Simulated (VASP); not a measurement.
A VASP calculation is set up with these files.

**KPOINTS**
```
Automatic mesh
0
Gamma
9 9 9
0 0 0
```

**INCAR**
```
SYSTEM = YN
PREC = Accurate; ENCUT = 520; LREAL = .False.
LASPH = .True.
EDIFF = 1E-7; NELM = 100; ALGO = Normal
LMAXMIX = 4
ISMEAR = 0; SIGMA = 0.05
GGA = BO; LUSE_VDW = .True.; AGGAC = 0.0
PARAM1 = 0.1833333333; PARAM2 = 0.22
ISIF = 2
LWAVE = .False.; LCHARG = .False.
```

POSCAR:
```
YN
2.4958160
  0.0000000000   0.9999998538   0.9999998538
  0.9999998538   0.0000000000   0.9999998538
  0.9999998538   0.9999998538   0.0000000000
Y N
1 1
direct
  0.0000000000   0.0000000000   0.0000000000
  0.5000000000   0.5000000000   0.5000000000
```

POTCAR, in this order: Y_sv N (PBE.64 set). Program: vasp_std.

**Question.** Translate this optB88-vdW calculation to Quantum ESPRESSO's pw.x.

**Answer.** One equivalent input (not run):
```
&CONTROL
  calculation = 'scf'
  pseudo_dir = './pseudo'
  outdir = './out'
  tprnfor = .true.
  tstress = .true.
/
&SYSTEM
  ibrav = 0
  nat = 2
  ntyp = 2
  ecutwfc = 84
  occupations = 'smearing'
  smearing = 'gaussian'
  degauss = 0.003675
  input_dft = 'vdw-df-obk8'
/
&ELECTRONS
  conv_thr = 7.3e-09
  electron_maxstep = 100
/
ATOMIC_SPECIES
  Y 88.906 Y.upf
  N 14.007 N.upf
CELL_PARAMETERS angstrom
     0.0000000    2.4958156    2.4958156
     2.4958156    0.0000000    2.4958156
     2.4958156    2.4958156    0.0000000
ATOMIC_POSITIONS crystal
  Y    0.0000000  0.0000000  0.0000000
  N    0.5000000  0.5000000  0.5000000
K_POINTS automatic
  9 9 9 0 0 0
```
What does not carry over: the potentials are each code's own (VASP's PAW set, PseudoDojo norm-conserving files in pw.x), so ENCUT and ecutwfc are chosen apart and not converted; conv_thr bounds pw.x's estimated SCF error, while EDIFF bounds the energy change between steps.

The compound is YN in the rock salt structure. This cell is one point of a volume scan, at 1.06 of the reference volume.
